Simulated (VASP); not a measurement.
OSZICAR of a VASP run on Ta (bcc):

File OSZICAR:
```
       N       E                     dE             d eps       ncg     rms          rms(c)
DAV:   1     0.426012635085E+02    0.42601E+02   -0.64079E+03  4400   0.111E+03
DAV:   2    -0.124058026591E+02   -0.55007E+02   -0.54190E+02  5621   0.239E+02
DAV:   3    -0.130298064047E+02   -0.62400E+00   -0.60836E+00  4999   0.251E+01
DAV:   4    -0.130341739589E+02   -0.43676E-02   -0.43611E-02  4951   0.175E+00
DAV:   5    -0.130342072862E+02   -0.33327E-04   -0.33325E-04  4907   0.125E-01    0.148E+01
DAV:   6    -0.126718181469E+02    0.36239E+00   -0.38622E-01  4554   0.750E+00    0.728E+00
DAV:   7    -0.125537826597E+02    0.11804E+00   -0.33003E-01  4606   0.658E+00    0.351E-01
DAV:   8    -0.125518165151E+02    0.19661E-02   -0.33903E-03  4751   0.796E-01    0.760E-02
DAV:   9    -0.125518073238E+02    0.91913E-05   -0.61370E-05  4786   0.973E-02    0.291E-02
DAV:  10    -0.125518057113E+02    0.16125E-05   -0.35832E-06  5100   0.256E-02    0.323E-03
DAV:  11    -0.125518056530E+02    0.58338E-07   -0.12392E-07  3717   0.477E-03
   1 F= -.12551806E+02 E0= -.12551955E+02  d E =0.448824E-03
```

### Question
Which electronic solver shows in the log?

### Answer
It is blocked Davidson (ALGO = Normal, or the opening steps of other solvers). The INCAR had ALGO = Normal.

### Question
Can the final energy be trusted as converged?

### Answer
The run converged. It stopped with EDIFF = 1E-7, NELM = 100 (PBEsol GGA, plane waves, VASP's PBE PAW potentials (set 64)).

The compound is Ta in the bcc structure. This cell was strained or had an atom moved on purpose.
